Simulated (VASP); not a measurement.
Level of theory: PBE GGA, VASP's PBE PAW potentials (set 64) (plane waves; VASP).

VASP ran on this input.

**KPOINTS**
```
Automatic mesh
0
Gamma
11 11 11
0 0 0
```

INCAR:
```
ALGO = Normal
AMIX = 0.1
BMIX = 1.0
EDIFF = 1E-6
ENCUT = 520
GGA = PE
IMIX = 4
ISIF = 2
ISMEAR = 0
LASPH = .TRUE.
LCHARG = .FALSE.
LREAL = .FALSE.
LWAVE = .FALSE.
NELM = 100
PREC = Accurate
SIGMA = 0.05
SYSTEM = C
```

**POSCAR**
```
C
1
    0.0000000000     1.7791000000     1.7686780000
    1.7594910000     0.0000000000     1.7686780000
    1.7594910000     1.7791000000     0.0000000000
C
2
Direct
  0.0000000000   0.0000000000   0.0000000000
  0.2365770000   0.2634230000   0.2634230000
```

POTCAR, in this order: C (PBE.64 set). Program: vasp_std.

The run wrote:

### OUTCAR
```
 ion  position               nearest neighbor table
   1  0.000  0.000  0.000-   2 1.51   2 1.51   2 1.56   2 1.56
   2  0.237  0.263  0.263-   1 1.51   1 1.51   1 1.56   1 1.56
  LATTYP: Found a face centered orthorhombic cell.
 ALAT       =     3.5189820000
 B/A-ratio  =     1.0052213964
 C/A-ratio  =     1.0111447004
 Subroutine PRICEL returns:
 Original cell was already a primitive cell.
 Subroutine GETGRP returns: Found  4 space group operations
The static configuration has the point symmetry C_2 .
 The point group associated with its full space group is C_2h.
The dynamic configuration has the point symmetry C_2 .
 Subroutine INISYM returns: Found  4 space group operations
 Subroutine IBZKPT returns following result:
 Found    366 irreducible k-points:

 Following reciprocal coordinates:
            Coordinates               Weight
  0.000000  0.000000  0.000000      1.000000
  0.090909  0.000000  0.000000      4.000000
  0.000000  0.090909  0.000000      4.000000
  0.181818  0.000000 -0.000000      4.000000
 -0.000000  0.181818  0.000000      4.000000
  0.272727  0.000000  0.000000      4.000000
 -0.000000  0.272727 -0.000000      4.000000
  0.363636  0.000000 -0.000000      4.000000
  0.000000  0.363636  0.000000      4.000000
  0.454545 -0.000000  0.000000      4.000000
 -0.000000  0.454545  0.000000      4.000000
  0.090909  0.090909  0.000000      2.000000
  0.181818  0.090909  0.000000      4.000000
  0.090909  0.181818  0.000000      4.000000
  0.272727  0.090909 -0.000000      4.000000
  0.090909  0.272727  0.000000      4.000000
  0.363636  0.090909  0.000000      4.000000
  0.090909  0.363636 -0.000000      4.000000
  0.454545  0.090909 -0.000000      4.000000
  0.090909  0.454545  0.000000      4.000000
 -0.454545  0.090909 -0.000000      4.000000
  0.090909 -0.454545  0.000000      4.000000
 -0.363636  0.090909 -0.000000      4.000000
  0.090909 -0.363636  0.000000      4.000000
 -0.272727  0.090909  0.000000      4.000000
  0.090909 -0.272727 -0.000000      4.000000
 -0.181818  0.090909  0.000000      4.000000
  0.090909 -0.181818  0.000000      4.000000
 -0.090909  0.090909  0.000000      4.000000
  0.181818  0.181818  0.000000      2.000000
  0.272727  0.181818 -0.000000      4.000000
  0.181818  0.272727  0.000000      4.000000
  0.363636  0.181818 -0.000000      4.000000
  0.181818  0.363636  0.000000      4.000000
  0.454545  0.181818  0.000000      4.000000
  0.181818  0.454545 -0.000000      4.000000
 -0.454545  0.181818 -0.000000      4.000000
  0.181818 -0.454545  0.000000      4.000000
 -0.363636  0.181818 -0.000000      4.000000
  0.181818 -0.363636  0.000000      4.000000
   k-points           NKPTS =    366   k-points in BZ     NKDIM =    366   number of bands    NBANDS=      8
   number of dos      NEDOS =    301   number of ions     NIONS =      2
   total plane-waves  NPLWV =   8000
   dimension x,y,z NGX =    20 NGY =   20 NGZ =   20
   dimension x,y,z NGXF=    40 NGYF=   40 NGZF=   40
   ions per type =               2
   PREC   = accura    normal or accurate (medium, high low for compatibility)
   ISTART =      0    job   : 0-new  1-cont  2-samecut
   ICHARG =      2    charge: 1-file 2-atom 10-const
   ISPIN  =      1    spin polarized calculation?
   LNONCOLLINEAR =      F non collinear calculations
   LSORBIT =      F    spin-orbit coupling
   INIWAV =      1    electr: 0-lowe 1-rand  2-diag
   ENCUT  =  520.0 eV  38.22 Ry    6.18 a.u.   4.66  4.64  4.65*2*pi/ulx,y,z
   NELM   =    100;   NELMIN=  2; NELMDL= -5     # of ELM steps
   EDIFF  = 0.1E-05   stopping-criterion for ELM
...
```

OSZICAR:
```
       N       E                     dE             d eps       ncg     rms          rms(c)
DAV:   1    -0.421321059177E+00   -0.42132E+00   -0.51573E+03  6128   0.996E+02
DAV:   2    -0.187004729073E+02   -0.18279E+02   -0.17534E+02  9072   0.111E+02
DAV:   3    -0.188146912746E+02   -0.11422E+00   -0.11422E+00  6392   0.114E+01
DAV:   4    -0.188148349439E+02   -0.14367E-03   -0.14367E-03  8504   0.435E-01
DAV:   5    -0.188148349979E+02   -0.54053E-07   -0.54053E-07  6184   0.540E-03    0.574E+00
DAV:   6    -0.186381270925E+02    0.17671E+00   -0.30586E-02  6080   0.141E+00    0.513E+00
DAV:   7    -0.181254469995E+02    0.51268E+00   -0.12707E+00  6160   0.919E+00    0.147E+00
DAV:   8    -0.181269566355E+02   -0.15096E-02   -0.20442E-03  6040   0.615E-01    0.678E-01
DAV:   9    -0.181256899633E+02    0.12667E-02   -0.35363E-03  6896   0.519E-01    0.470E-02
DAV:  10    -0.181256899713E+02   -0.79669E-08   -0.11198E-05  6384   0.430E-02    0.364E-02
DAV:  11    -0.181256949866E+02   -0.50154E-05   -0.36367E-06  7824   0.200E-02    0.133E-02
DAV:  12    -0.181256958113E+02   -0.82465E-06   -0.89834E-07  6144   0.106E-02
   1 F= -.18125696E+02 E0= -.18125696E+02  d E =-.500306E-18
```

OUTCAR:
```
------------------------ aborting loop because EDIFF is reached ----------------------------------------
  FORCE on cell =-STRESS in cart. coord.  units (eV):
  Direction    XX          YY          ZZ          XY          YZ          ZX
  --------------------------------------------------------------------------------------
  Total        1.3237445      0.6421978      1.0342050      0.0000000     -0.2197853      0.0000000
  in kB      191.5351933     92.9208622    149.6411502      0.0000000    -31.8011661      0.0000000
  external PRESSURE =     144.6990686 kB  Pullay stress =       0.0000000 kB
  volume of cell :       11.07
      direct lattice vectors                 reciprocal lattice vectors
     0.000000000  1.779100000  1.768678000    -0.284173093  0.281040976  0.282697020
     1.759491000  0.000000000  1.768678000     0.284173093 -0.281040976  0.282697020
     1.759491000  1.779100000  0.000000000     0.284173093  0.281040976 -0.282697020
 POSITION                                       TOTAL-FORCE (eV/Angst)
 -----------------------------------------------------------------------------------
      0.00000      0.00000      0.00000         1.845018      0.000000      0.000000
      0.92698      0.88955      0.88434        -1.845018     -0.000000      0.000000
 -----------------------------------------------------------------------------------
    total drift:                               -0.000001      0.000001      0.000001
  FREE ENERGIE OF THE ION-ELECTRON SYSTEM (eV)
  ---------------------------------------------------
  free  energy   TOTEN  =       -18.1256958113 eV

  energy  without entropy=      -18.1256958113  energy(sigma->0) =      -18.12569581
```
(Selected blocks of OUTCAR.)

### OUTCAR
```
 val. band max:       10.7808490251   @ k =   0.0000   0.0000   0.0000

 cond. band min:      14.1164100155   @ k =   0.0000   0.3636   0.3636


 Fermi energy:        11.0609261722

 k-point     1 :       0.0000    0.0000    0.0000
  band No.  band energies     occupation
      1     -11.7264      2.00000
      2       9.3004      2.00000
      3      10.1969      2.00000
      4      10.7808      2.00000
      5      15.1326      0.00000
      6      15.6314      0.00000
      7      16.4420      0.00000
      8      23.9600      0.00000

 k-point     2 :       0.0909    0.0000    0.0000
  band No.  band energies     occupation
      1     -11.4935      2.00000
      2       8.9046      2.00000
      3       8.9860      2.00000
      4      10.0678      2.00000
      5      15.8046      0.00000
      6      16.4411      0.00000
      7      16.8967      0.00000
      8      24.1142      0.00000

 k-point     3 :       0.0000    0.0909    0.0000
  band No.  band energies     occupation
      1     -11.4940      2.00000
      2       8.1719      2.00000
      3       9.6108      2.00000
      4      10.2970      2.00000
      5      15.7142      0.00000
      6      16.1961      0.00000
      7      17.1559      0.00000
      8      24.1544      0.00000

 k-point     4 :       0.1818    0.0000   -0.0000
  band No.  band energies     occupation
      1     -10.7986      2.00000
      2       5.9373      2.00000
      3       8.2695      2.00000
      4       9.2509      2.00000
      5      16.7782      0.00000
      6      17.7241      0.00000
      7      17.8894      0.00000
      8      24.5447      0.00000

 k-point     5 :      -0.0000    0.1818    0.0000
  band No.  band energies     occupation
      1     -10.8000      2.00000
      2       5.4882      2.00000
      3       8.7173      2.00000
      4       9.3752      2.00000
      5      16.8089      0.00000
      6      17.2956      0.00000
      7      18.3375      0.00000
...
```

The compound is C in the diamond structure. The cell was not relaxed at this level, atoms are displaced from their ideal sites. The run is one of a series of settings (AMIX = 0.1, BMIX = 1.0, IMIX = 4 against the base run), some of them coarse on purpose.
